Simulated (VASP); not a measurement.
VASP runs on MoRu (space group Fd-3m) share one base input (PBE GGA, plane waves, VASP's PBE PAW potentials (set 64)) and change the settings named in each case.

INCAR:
```
SYSTEM = MoRu
PREC = Accurate
ENCUT = 300
EDIFF = 1E-6
NELM = 100
ALGO = Normal
LREAL = .FALSE.
LASPH = .TRUE.
ISMEAR = 0
SIGMA = 0.1
GGA = PE
LMAXMIX = 4
LWAVE = .FALSE.
LCHARG = .FALSE.
ISIF = 2
```

### KPOINTS
```
Regular mesh
0
Gamma
 8 8 8
0 0 0
```

**POSCAR**
```
MoRu
1.0
  0.0000000000   3.0489300000   3.0489300000
  3.0489300000   0.0000000000   3.0489300000
  3.0489300000   3.0489300000   0.0000000000
Mo Ru
2 2
Cartesian
  4.5733950000   4.5733950000   4.5733950000
  3.0489300000   3.0489300000   3.0489300000
  0.0000000000   0.0000000000   0.0000000000
  1.5244650000   1.5244650000   1.5244650000
```

POTCAR, in this order: Mo_sv Ru_pv (PBE.64 set). Program: vasp_std.

| change | E(σ→0) (eV/atom) | pressure (GPa) | −TS (eV) |
|---|---|---|---|
| base run | -9.7532 | 16.31 | -0.0408 |
| GGA removed, POTCAR Mo_sv Ru_pv (LDA.64 set) | -11.1033 | ? | ? |
| GGA_COMPAT = .FALSE., LNONCOLLINEAR = .TRUE., LSORBIT = .TRUE., MAGMOM = 0.0 0.0 0.0 0.0 0.0 0.0 0.0 0.0 0.0 0.0 0.0 0.0, program vasp_ncl | -9.8726 | ? | ? |
| KPOINTS 3×3×3 Γ-centred mesh | -9.7260 | 17.14 | -0.0522 |

**Question.** What belongs in the gaps?

**Answer.** 
- GGA removed, POTCAR Mo_sv Ru_pv (LDA.64 set), pressure (GPa): 1.80
- GGA removed, POTCAR Mo_sv Ru_pv (LDA.64 set), −TS (eV): -0.0412
- GGA_COMPAT = .FALSE., LNONCOLLINEAR = .TRUE., LSORBIT = .TRUE., MAGMOM = 0.0 0.0 0.0 0.0 0.0 0.0 0.0 0.0 0.0 0.0 0.0 0.0, program vasp_ncl, pressure (GPa): 16.43
- GGA_COMPAT = .FALSE., LNONCOLLINEAR = .TRUE., LSORBIT = .TRUE., MAGMOM = 0.0 0.0 0.0 0.0 0.0 0.0 0.0 0.0 0.0 0.0 0.0 0.0, program vasp_ncl, −TS (eV): -0.0389

Energies of different potentials or functionals have different zeros.  At 300 eV the pressure can carry a Pulay error.

Left out are runs that ran out of time, are held back, or changed the cell or the kind of run, fixed moments of cells without a moment, rows past the twelfth, gaps on odd meshes, pressures of charged cells and columns that move by less than the noise.

The structure was generated: MoRu was put into an ordered model structure, which need not be its known phase. The cell was not relaxed at this level.
